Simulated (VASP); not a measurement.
Input:

```
CELL_PARAMETERS angstrom
      0.00000     3.26939     3.26939
      3.26939     0.00000     3.26939
      3.26939     3.26939     0.00000
ATOMIC_POSITIONS crystal
  Sn 0.00000 0.00000 0.00000
  Te 0.50000 0.50000 0.50000
```

Method: optB88-vdW, VASP's PBE PAW potentials (set 64) (plane waves; VASP). Run with 520 eV cut-off, 7×7×7 Γ-centred mesh, Gaussian smearing of 0.050 eV, potentials Sn_d Te.

Task: Give the stress tensor in GPa (positive for a compressed cell).

Result: 
```
-2.14   0.00   0.00
 0.00  -2.14   0.00
 0.00   0.00  -2.14
```
The pressure is its mean diagonal, -2.14 GPa.

The compound is SnTe in the rock salt structure, which distorts at low temperature. This cell is one point of a volume scan, at 1.06 of the reference volume.
